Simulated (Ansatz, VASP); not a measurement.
**Cross-check of Bi2Se3 (Bi2Se3 quintuple layer monolayer) between VASP and Ansatz**

Wanted: the spread between two codes on one cell, functional and k mesh. Of the first pair: The structure shown is the start of the Ansatz relaxation below; VASP solves that cell, so the two are compared at the walk's first step.

Main program and level: Ansatz 0.2.0; plane waves, with VASP 6.6.1 beside it; single point at PBE with D3(BJ).

### 1. The starting structure

The cell holds 5 atoms: 3 Se and 2 Bi. Its edges and angles: a = 4.190 Å, b = 4.190 Å, c = 45.400 Å, α = 90.0°, β = 90.0°, γ = 120.0°. Vacuum lies along c.

### 2. Ansatz: relaxation, PBE with D3(BJ)

Ansatz runs on its PAW soft_1 files.

The two programs are compared at the cell with which this relaxation starts, whose forces are those of its first step.

input.yaml reads:

```yaml
crystal:
  lattice:
    - [4.19, 0.0, 0.0]
    - [-2.095, 3.6286464419, 0.0]
    - [0.0, 0.0, 45.4000000022]
  atoms:
    - { symbol: Se, position: [0.3333333333, 0.6666666667, 0.4207048458] }
    - { symbol: Bi, position: [0.6666666667, 0.3333333333, 0.4570484581] }
    - { symbol: Se, position: [0.0, 0.0, 0.5] }
    - { symbol: Bi, position: [0.3333333333, 0.6666666667, 0.5429515419] }
    - { symbol: Se, position: [0.6666666667, 0.3333333333, 0.5792951542] }
  periodic: [true, true, false]
kpoints:
  mp_grid: { grid: [12, 12, 1] }
hamiltonian:
  xc: pbe
  dispersion: d3bj
  pseudopotentials: { kind: paw, azcp: { folder: soft_1 } }
scf:
  occupations: { method: fermi_dirac, width: 0.05 }
  convergence: { dr2_threshold: 1.0e-09 }
relax:
  f_tol: 0.004
  max_steps: 90
  cell: {}
output:
  write_potential: true
  write_density: true
  volumetric_format: npy
```

Command:

```bash
$ ansatz run input.yaml --threads 2 --pin off --max-ram 3072MiB --backend cpu --events-out ev --progress --plain --runs-dir out
```

Numbers of over 12 decimals in the logs are rounded to 6 here.

Output:

```text
Warning: relax.cell: scf.convergence.dr2_threshold = 1e-9 eV is looser than the 1.69010275792e-10 eV advised for a relaxation that steers and ends on the stress (1e-10 eV for each atom of the cell: 5, times the square of relax.cell.stress_2d_tol = 0.05 N/m over 17.2 Å (the atoms' height at the walk's start and 5 Å past either face), 2.907e-2 GPa, over a crystal's default 0.05). What an SCF threshold leaves in a stress goes as its square root, and in the free energy as the threshold itself, and one threshold admits the most on a small cell: [figures from the program's tests cut] Set scf.convergence.dr2_threshold to 1.69010275792e-10 eV or tighter. [rest of the remark cut]
Engine: ansatz 0.2.0, aarch64-unknown-linux-gnu
Pseudopotentials: kind: paw
Pseudopotential: Se, paw, valence charge 16, recommended cutoff 420 eV (normal), soft_1/Se.paw.azcp
Pseudopotential: Bi, paw, valence charge 15, recommended cutoff 420 eV (normal), soft_1/Bi.paw.azcp
Functional definition: PBE
  parameter kappa = 0.804
  parameter beta = 0.066725
  exchange = pbe_x(kappa = kappa, mu = beta*pi^2/3)
  correlation = pbe_c(beta = beta)
Crystal: 5 atoms, lattice volume = 690.263 Å³
Basis set: ecut = 420 eV, 13285 PW (Γ), exchange–correlation on 60×60×640 points (8 copies of the dense FFT grid, shifted against one another)
Bands: 47, of which v1, the nominal top of the filled ones, is band 39 counted from 1 (38 counted from 0)
Symmetry: 12 space group operations
Space group: P-3m1 (ITA 164), of the structure as read, at distance tolerance 8.8e-5 Å
k-points: 19 of 144
Non-local potential: Se, projectors of the file, l = 0: 2, l = 1: 2, l = 2: 3, l = 3: 1
Non-local potential: Bi, projectors of the file, l = 0: 2, l = 1: 2, l = 2: 2, l = 3: 1
PAW form: soft (Blöchl's): semilocal exchange-correlation on the pseudo side does not see the compensation charge
PAW one-centre angular grid: Se, 590 points (default); XC on 64 Gauss nodes
PAW one-centre angular grid: Bi, 590 points (default); XC on 64 Gauss nodes
Initial density: superposition of atomic densities (neutral atoms: chi_scale 0, normalization atom)
Initial wavefunctions: pseudopotential atomic-orbital guess
Functional: x = pbe(κ = 0.804, μ = 0.219515), c = pbe(β = 0.066725)
SCF iter   1: F=—  HF=-41210.117335 eV  |F-HF|=—  |Δ(HF+E_count)|=         —  Δρ=1.48e-2  dr2=4.61e0  ethr=3.10e-3  ⟨swp⟩=17.1  Hψ=5186  notcnv=0  defer=3
preconditioner: auto → Resta (q_TF=auto, 1.897 Å⁻¹)  ε∞=1.7  [insulator: Δε(μ)=1.517 eV  Ē_g=9.237 eV  σ=0.050 eV  W_gap=1.00  n_scr=92 (ndim 8)  ℏωp=7.5 eV  f_vac=0.762  D(μ)=0.00/eV (n_scr^D=0)  ε∞_Penn≈1.7  vacuum switching on, ρ_ref=6.2e-3 e/Å³]
SCF iter   2: F=—  HF=-41209.919261 eV  |F-HF|=—  |Δ(HF+E_count)|=   1.98e-1  Δρ=1.16e-2  dr2=7.86e0  ethr=3.10e-3  ⟨swp⟩=4.6  Hψ=1834  notcnv=0  defer=28
SCF iter   3: F=—  HF=-41209.293467 eV  |F-HF|=—  |Δ(HF+E_count)|=   6.26e-1  Δρ=5.97e-3  dr2=1.24e0  ethr=3.10e-3  ⟨swp⟩=4.2  Hψ=1579  notcnv=0  defer=27
SCF iter   4: F=—  HF=-41209.162926 eV  |F-HF|=—  |Δ(HF+E_count)|=   1.31e-1  Δρ=2.91e-3  dr2=1.22e-1  ethr=1.59e-3  ⟨swp⟩=2.7  Hψ=1254  notcnv=0  defer=31
SCF iter   5: F=—  HF=-41209.154756 eV  |F-HF|=—  |Δ(HF+E_count)|=   8.17e-3  Δρ=6.32e-4  dr2=5.32e-3  ethr=1.56e-4  ⟨swp⟩=3.1  Hψ=1355  notcnv=0  defer=31
SCF iter   6: F=—  HF=-41209.154439 eV  |F-HF|=—  |Δ(HF+E_count)|=   3.18e-4  Δρ=1.44e-4  dr2=2.09e-4  ethr=6.83e-6  ⟨swp⟩=2.8  Hψ=1397  notcnv=0  defer=31
SCF iter   7: F=—  HF=-41209.154523 eV  |F-HF|=—  |Δ(HF+E_count)|=   8.42e-5  Δρ=5.13e-5  dr2=1.30e-5  ethr=2.68e-7  ⟨swp⟩=3.1  Hψ=1754  notcnv=0  defer=31
SCF iter   8: F=—  HF=-41209.154529 eV  |F-HF|=—  |Δ(HF+E_count)|=   6.41e-6  Δρ=3.28e-5  dr2=2.00e-5  ethr=1.67e-8  ⟨swp⟩=3.0  Hψ=1886  notcnv=0  defer=31
SCF iter   9: F=—  HF=-41209.154531 eV  |F-HF|=—  |Δ(HF+E_count)|=   1.47e-6  Δρ=1.08e-5  dr2=7.00e-7  ethr=1.67e-8  ⟨swp⟩=2.1  Hψ=1620  notcnv=0  defer=31
SCF iter  10: F=—  HF=-41209.154338 eV  |F-HF|=—  |Δ(HF+E_count)|=   1.93e-4  Δρ=1.93e-6  dr2=6.35e-8  ethr=8.98e-10  ⟨swp⟩=3.0  Hψ=1883  notcnv=0  defer=31
SCF iter  11: F=—  HF=-41209.154338 eV  |F-HF|=—  |Δ(HF+E_count)|=   6.02e-9  Δρ=1.28e-6  dr2=1.44e-8  ethr=8.14e-11  ⟨swp⟩=4.0  Hψ=2160  notcnv=0  defer=31
SCF iter  12: F=-41209.154338 eV  HF=-41209.154338 eV  |F-HF|=1.02e-10  |Δ(HF+E_count)|=   1.04e-9  Δρ=2.46e-7  dr2=7.31e-10  ethr=1.28e-12  ⟨swp⟩=11.1  Hψ=7480  notcnv=0
[...]
SCF 5 converged in 7 iterations: F = -41209.251279 eV  dr2 = 1.32e-10
relax step   5: F+E_penalty+E_count = -41209.25127873 eV  Δ(F+E_penalty+E_count) = -2.203e-4 eV  max|allowed force component| = 1.117e-3 eV/Å  Δτ_max = 0.0033 Å  P = -0.009 N/m  Ω = 668.877 Å³  energy of the carried Pulay correction = +2.899e-4 eV  fix = [c, alpha, beta]  reactions: c -0.000 N/m  (7 SCF iters, accepted)
Initial wavefunctions: pseudopotential atomic-orbital guess (no wavefunctions were taken with the density)
iter 1 solved again at ethr=7.35e-7 eV; its pass at ethr=3.10e-3 eV (dr2=5.73e-4 eV) is discarded
SCF iter   1: F=—  HF=-41209.250915 eV  |F-HF|=—  |Δ(HF+E_count)|=         —  Δρ=9.81e-6  dr2=1.47e-7  ethr=7.35e-7  ⟨swp⟩=5.5  Hψ=8746  notcnv=0
eigensolver tolerance schedule: the retry pair's looser diagonalisation over-reported the residual by 3900.01 of it (diagonalisation noise at 12.35 of the residual, at the tolerance the schedule requests for it); recorded, not acted on — ethr = c·dr2/N_el stays at c = 1.0e-1
SCF iter   2: F=—  HF=-41209.250981 eV  |F-HF|=—  |Δ(HF+E_count)|=   6.61e-5  Δρ=5.08e-6  dr2=4.98e-8  ethr=1.88e-10  ⟨swp⟩=5.2  Hψ=2980  notcnv=0
SCF iter   3: F=—  HF=-41209.250981 eV  |F-HF|=—  |Δ(HF+E_count)|=   3.51e-8  Δρ=1.73e-6  dr2=3.24e-8  ethr=6.38e-11  ⟨swp⟩=2.9  Hψ=1751  notcnv=0
SCF iter   4: F=—  HF=-41209.250981 eV  |F-HF|=—  |Δ(HF+E_count)|=   1.82e-9  Δρ=9.09e-7  dr2=2.78e-8  ethr=4.16e-11  ⟨swp⟩=2.7  Hψ=1159  notcnv=0
SCF iter   5: F=—  HF=-41209.250981 eV  |F-HF|=—  |Δ(HF+E_count)|=   3.19e-9  Δρ=4.96e-7  dr2=1.14e-9  ethr=3.56e-11  ⟨swp⟩=2.1  Hψ=1138  notcnv=0
SCF iter   6: F=-41209.250981 eV  HF=-41209.250981 eV  |F-HF|=1.60e-10  |Δ(HF+E_count)|=  3.64e-11  Δρ=1.29e-7  dr2=5.74e-11  ethr=1.28e-12  ⟨swp⟩=16.2  Hψ=6920  notcnv=0
SCF 6 converged in 6 iterations: F = -41209.250981 eV  dr2 = 5.74e-11
relax step   6: F+E_penalty+E_count = -41209.25098141 eV  Δ(F+E_penalty+E_count) = +2.973e-4 eV  max|allowed force component| = 1.093e-3 eV/Å  Δτ_max = 0.0000 Å  P = -0.008 N/m  Ω = 668.877 Å³  fix = [c, alpha, beta]  reactions: c -0.000 N/m  stress off target by 8.49e-3 N/m on what of the cell is left free  SCF on the basis re-selected at this cell (its energy is not comparable with the rows above)  (6 SCF iters)
basis re-selected at this cell: Δ(F+E_penalty+E_count) = +2.973e-4 eV, ΔP = +0.000 N/m vs the last step (what re-selecting the basis moved, of the pressure what is left beyond the Pulay correction that the steps carried, after the strain that the cell walked since its last selection, with what the two solves' SCF thresholds leave and, on support functions, any second-order correction that the steps lacked; it is no m [...]
WARN: The output density's exchange-correlation potential varies sharply where the density is thin. Do not read a vacuum level from v_tot or v_xc, or from such a field of the output density. On a cell that repeats whose density bears no net charge and no dipole along the vacuum's axis use v_es (v_loc + v_h of the components); under efield.dipole_correction with no amplitude use v_es + v_field, which holds any externa [...]
SCF converged after 6 iterations
Free energy (F): -41209.250981 eV
Harris-Foulkes:  -41209.250981 eV  (|F-HF|=1.60e-10)
Internal energy: -41209.250976 eV  (E = F + TS)
E sigma→0 (E₀):  -41209.250979 eV
Entropy (-TS):   -0.000006 eV (-0.001 meV/atom)
Fermi energy:    -5.391606 eV
--- Per-component energies (eV) ---
  E_band       = -2462.422207
  E_kinetic    = 834.812173
  E_local      = -323103.978225  (includes V_loc(G=0)·N_el)
  E_nonlocal   = -245.039247
  E_hartree    = 160866.958265
  E_xc         = -560.137076
  E_vxc        = -534.718014  (∫ρ·V_xc dr)
  E_paw        = -27712.533882  (= ΣΔE_a)
  E_vpaw       = -1147.414139  (= ΣTr[D̂ρ^β])
  E_aug_tail   = -0.000733  (compensation charges beyond the density's cutoff)
  E_ewald      = 148712.261596
  E_disp       = -1.593846  (pairwise vdW)
  E_smearing   = -0.000006  (= −TS)
  E_closure    = 0.000000  (closes the sum)
  Σ components = -41209.250981   (vs F -41209.250981, Δ=0.00e0)
--- Forces (eV/Å), atoms counted from 1 ---
  atom   1  Se     0.00000000     0.00000000     0.00016851
  atom   2  Bi     0.00000000    -0.00000000    -0.00109263
  atom   3  Se     0.00000000    -0.00000000     0.00000000
  atom   4  Bi     0.00000000     0.00000000     0.00109263
  atom   5  Se     0.00000000    -0.00000000    -0.00016851
  max |Σ_I F_I| component: 2.08e-17 eV/Å
--- 2D stress c σ (N/m, compression-positive) ---
       -0.008492       0.000000       0.000000
        0.000000      -0.008492      -0.000000
        0.000000      -0.000000      -0.000000
  P = ½ c Tr σ = -0.0085 N/m
--- Band table (eV; the first three rows and the last of 19) ---
  k-point 0: bands = [... 35 lower, -6.6857, -6.5798, -6.5798, -6.3046, -4.9985, -3.7491, -3.7491, -3.2426, ... 4 higher]
  k-point 1: bands = [... 35 lower, -7.0252, -6.5444, -6.3485, -6.0006, -4.5636, -3.9948, -3.6366, -3.0263, ... 4 higher]
  k-point 2: bands = [... 35 lower, -7.2414, -6.5336, -6.2775, -6.0119, -4.2717, -3.4771, -3.3962, -3.0639, ... 4 higher]
  k-point 18: bands = [... 35 lower, -8.2294, -7.2683, -6.3484, -6.3484, -3.6353, -2.8340, -2.8340, -1.5754, ... 4 higher]
  the weakly bound empty levels are not read free of the cell's end (no_gap_told)
--- Relaxed structure (5 steps of the walk, 5 accepted, 1 SCFs on fresh bases) ---
  F+E_penalty+E_count = -41209.25098141 eV   max|allowed force component| = 1.093e-3 eV/Å   (the final SCF, on the basis selected at the relaxed cell)
  cell:  # Å, volume = 668.8775 Å³
    - [4.124583, 0.0, 0]
    - [-2.062291, 3.571994, 0]
    - [0, 0, 45.4000000022]
  atoms:
    - { symbol: Se, position: [0.333333, 0.666667, 0.422534] }
    - { symbol: Bi, position: [0.666667, 0.333333, 0.457321] }
    - { symbol: Se, position: [0, 0, 0.5] }
    - { symbol: Bi, position: [0.333333, 0.666667, 0.542679] }
    - { symbol: Se, position: [0.666667, 0.333333, 0.577466] }
```

In the SCF lines HF is the Harris–Foulkes energy and dr2 the Hartree energy of the density residual, in eV; the loop may stop once dr2 is under the threshold and the program's other checks hold. Hψ counts applications of the Hamiltonian.

### 3. VASP: single point, PBE with D3(BJ), start cell, pair 1

The same cell, functional, mesh and smearing now go to VASP, with its own data sets.

Lines of VASP's logs that name or quote its potential files are left out, and so is its time.

INCAR reads:

```
SYSTEM = Bi2Se3
PREC = Accurate
ENCUT = 400
EDIFF = 1E-06
NELM = 120
ISMEAR = -1
SIGMA = 0.05
LREAL = .FALSE.
ALGO = Normal
GGA = PE
IVDW = 12
NBANDS = 30
LORBIT = 11
LWAVE = .FALSE.
LCHARG = .FALSE.
ISIF = 2
LDIPOL = .TRUE.
IDIPOL = 3
DIPOL = 0.5 0.5 0.5
LVHAR = .TRUE.
LASPH = .TRUE.
GGA_COMPAT = .FALSE.
EFERMI = MIDGAP
NELMDL = -8
KPAR = 2
```

POSCAR reads:

```
Bi2Se3
1.0
    4.1900000000      0.0000000000      0.0000000000
   -2.0950000000      3.6286460000      0.0000000000
    0.0000000000      0.0000000000     45.4000000000
Se Bi
3 2
Direct
    0.3333333793      0.6666667585      0.4207048458
    0.0000000459      0.0000000919      0.5000000000
    0.6666667126      0.3333334252      0.5792951542
    0.6666667126      0.3333334252      0.4570484581
    0.3333333793      0.6666667585      0.5429515419
```

KPOINTS reads:

```
Automatic mesh
0
Gamma
12 12 1
0 0 0
```

Potentials, in the order of the species: Se and Bi_d (PBE family, release 64).

Command:

```bash
$ mpirun -np 2 vasp_std
```

Output:

```text
[banner, memory and clock lines left out]
running    2 mpi-ranks, on    1 nodes
 distrk:  each k-point on    1 cores,    2 groups
 distr:  one band on    1 cores,    1 groups

 POSCAR found type information on POSCAR SeBi
 POSCAR found :  2 types and       5 ions
 LDA part: xc-table for (Slater+PW92), standard interpolation
 POSCAR, INCAR and KPOINTS ok, starting setup
 FFT: planning ... GRIDC
 FFT: planning ... GRID_SOFT
 FFT: planning ... GRID
 WAVECAR not read
 entering main loop
       N       E                     dE             d eps       ncg     rms          rms(c)
DAV:   1     0.356162242325E+03    0.35616E+03   -0.17200E+04  1588   0.954E+02
DAV:   2     0.205332152210E+02   -0.33563E+03   -0.33005E+03  1618   0.272E+02
DAV:   3    -0.194062926199E+02   -0.39940E+02   -0.39346E+02  1392   0.102E+02
DAV:   4    -0.210611394967E+02   -0.16548E+01   -0.16465E+01  1446   0.248E+01
DAV:   5    -0.211060975455E+02   -0.44958E-01   -0.44933E-01  1502   0.378E+00
DAV:   6    -0.211069709429E+02   -0.87340E-03   -0.87335E-03  1608   0.545E-01
DAV:   7    -0.211069914827E+02   -0.20540E-04   -0.20538E-04  1576   0.748E-02
DAV:   8    -0.211069919031E+02   -0.42039E-06   -0.41998E-06  1298   0.116E-02    0.496E+00
DAV:   9    -0.201601951670E+02    0.94680E+00   -0.14630E+00  1370   0.881E+00    0.303E+00
DAV:  10    -0.201649810540E+02   -0.47859E-02   -0.43875E-01  1302   0.319E+00    0.159E+00
DAV:  11    -0.201731151047E+02   -0.81341E-02   -0.78465E-02  1254   0.154E+00    0.469E-01
DAV:  12    -0.201742211626E+02   -0.11061E-02   -0.59848E-03  1482   0.534E-01    0.153E-01
DAV:  13    -0.201746153029E+02   -0.39414E-03   -0.90347E-04  1318   0.170E-01    0.728E-02
DAV:  14    -0.201747543338E+02   -0.13903E-03   -0.23523E-04  1260   0.100E-01    0.286E-02
DAV:  15    -0.201748452944E+02   -0.90961E-04   -0.62699E-05  1150   0.440E-02    0.814E-03
DAV:  16    -0.201748764075E+02   -0.31113E-04   -0.70227E-06  1372   0.166E-02    0.584E-03
DAV:  17    -0.201749268875E+02   -0.50480E-04   -0.33321E-06  1126   0.899E-03    0.274E-03
DAV:  18    -0.201749340473E+02   -0.71598E-05   -0.52630E-07   678   0.412E-03    0.120E-03
DAV:  19    -0.201749636318E+02   -0.29584E-04   -0.21266E-07   788   0.268E-03    0.105E-03
DAV:  20    -0.201749962713E+02   -0.32640E-04   -0.33705E-07   830   0.210E-03    0.100E-03
DAV:  21    -0.201750107825E+02   -0.14511E-04   -0.14059E-07   794   0.162E-03    0.406E-04
DAV:  22    -0.201750146316E+02   -0.38492E-05   -0.87258E-08   786   0.110E-03    0.292E-04
DAV:  23    -0.201750155784E+02   -0.94676E-06   -0.16730E-08   624   0.686E-04
   1 F= -.21698405E+02 E0= -.21698403E+02  d E =-.440759E-05
```

Parts of OUTCAR (step 3):

```text
ion  position               nearest neighbor table
   1  0.333  0.667  0.421-   4 2.93   4 2.93   4 2.93
   2  0.000  0.000  0.500-   5 3.11   4 3.11   5 3.11   4 3.11   4 3.11   5 3.11
   3  0.667  0.333  0.579-   5 2.93   5 2.93   5 2.93
   4  0.667  0.333  0.457-   1 2.93   1 2.93   1 2.93   2 3.11   2 3.11   2 3.11
   5  0.333  0.667  0.543-   3 2.93   3 2.93   3 2.93   2 3.11   2 3.11   2 3.11

  LATTYP: Found a hexagonal cell.
 ALAT       =     4.1900000000
 C/A-ratio  =    10.8353221957

 Subroutine GETGRP returns: Found 12 space group operations
 (whereof 12 operations were pure point group operations)

The static configuration has the point symmetry D_3d.

 Found     19 irreducible k-points:

   k-points           NKPTS =     19   k-points in BZ     NKDIM =     19   number of bands    NBANDS=     30

   dimension x,y,z NGX =    28 NGY =   28 NGZ =  300
   dimension x,y,z NGXF=    56 NGYF=   56 NGZF=  600

   ENCUT  =  400.0 eV  29.40 Ry    5.42 a.u.   6.83  6.83 74.04*2*pi/ulx,y,z

   NELECT =      48.0000    total number of electrons

 k-points in reciprocal lattice and weights: Automatic mesh
   0.00000000  0.00000000  0.00000000       0.007
   0.08333333 -0.00000000  0.00000000       0.042
   0.16666667  0.00000000  0.00000000       0.042
   0.25000000  0.00000000  0.00000000       0.042
   0.33333333 -0.00000000  0.00000000       0.042
   0.41666667  0.00000000  0.00000000       0.042
   0.50000000  0.00000000  0.00000000       0.021
   0.08333333  0.08333333  0.00000000       0.042
   0.16666667  0.08333333  0.00000000       0.083
[...]
0.33333333  0.25000000  0.00000000       0.083
   0.33333333  0.33333333  0.00000000       0.014

 dipolmoment           0.000000      0.000000     -0.000000 electrons x Angstroem

 average (electrostatic) potential at core
       1 -61.2633       2 -61.2972       3 -61.2633       4-114.6536       5-114.6536

 E-fermi :  -3.3569

 k-point     1 :       0.0000    0.0000    0.0000
  band No.  band energies     occupation
    ...
     20      -4.7076      2.00000
     21      -4.6272      2.00000
     22      -4.4312      2.00000
     23      -4.4312      2.00000
     24      -4.2247      2.00000
     25      -2.9486      0.00057
     26      -1.7808      0.00000
     27      -1.7808      0.00000
     28      -1.2895      0.00000
     29      -0.8136      0.00000
    ...

 k-point     2 :       0.0833   -0.0000    0.0000
  band No.  band energies     occupation
    ...
     20      -4.8756      2.00000
     21      -4.7836      2.00000
     22      -4.4069      2.00000
     23      -4.3032      2.00000
     24      -3.9522      1.99999
     25      -2.5406      0.00000
     26      -1.9966      0.00000
     27      -1.6820      0.00000
     28      -1.0691      0.00000
     29      -0.7258      0.00000
    ...

 k-point     3 :       0.1667    0.0000    0.0000
  band No.  band energies     occupation
    ...
     20      -5.0983      2.00000
     21      -4.9983      2.00000
     22      -4.4042      2.00000
     23      -4.2288      2.00000
     24      -3.9928      1.99999
     25      -2.2604      0.00000
     26      -1.5486      0.00000
     27      -1.4738      0.00000
     28      -1.0924      0.00000
     29      -0.4960      0.00000
    ...

 Edisp (eV)   -1.52339

  Total      -2.86337    -2.86337    -3.01972     0.00000    -0.00000     0.00000
  in kB      -6.64620    -6.64620    -7.00912     0.00000    -0.00000     0.00000
  external pressure =       -6.77 kB  Pullay stress =        0.00 kB

  energy-cutoff  :      400.00
  volume of cell :      690.26
      direct lattice vectors                 reciprocal lattice vectors
     4.190000000  0.000000000  0.000000000     0.238663484  0.137792444  0.000000000
    -2.095000000  3.628646000  0.000000000     0.000000000  0.275584888  0.000000000
     0.000000000  0.000000000 45.400000000     0.000000000  0.000000000  0.022026432

 POSITION                                       TOTAL-FORCE (eV/Angst)
 -----------------------------------------------------------------------------------
      0.00000      2.41910     19.10000        -0.000000     -0.000000      0.647099
     -0.00000      0.00000     22.70000         0.000000      0.000000     -0.000000
      2.09500      1.20955     26.30000        -0.000000      0.000000     -0.647099
      2.09500      1.20955     20.75000         0.000000     -0.000000     -0.439692
      0.00000      2.41910     24.65000        -0.000000      0.000000      0.439692
 -----------------------------------------------------------------------------------
    total drift:                               -0.000000     -0.001036     -0.000000

  FREE ENERGIE OF THE ION-ELECTRON SYSTEM (eV)
  ---------------------------------------------------
  free  energy   TOTEN  =       -21.6984048679 eV

  energy  without entropy=      -21.6984004603  energy(sigma->0) =      -21.69840266

 vacuum level on the upper side and lower side of the slab         2.132         2.132

 total charge
# of ion       s       p       d       tot
------------------------------------------
    1        1.484   2.247   0.016   3.747
    2        1.471   2.314   0.018   3.803
    3        1.484   2.247   0.016   3.747
    4        1.620   1.026   9.952  12.598
    5        1.620   1.026   9.952  12.598
--------------------------------------------------
tot          7.679   8.859  19.954  36.493

[... 3 further parts left out ...]
```

The gap is read on the k-mesh alone, so it is an upper bound where the band edges lie off the mesh.

(Continued in part 2 of 2.)

[Lines on the potential files, build, host, timing and source positions are cut from VASP's logs without a mark.]

[Logs are printed without paths, hosts, clocks, repeated set-up lines and the standing remarks that a program may print on its own settings, such as how far it seeks lower states.]

[Hosts, paths, dates, database ids (printed as entryN), source tags and the programs' standing remarks are cut or masked in the printed files.]
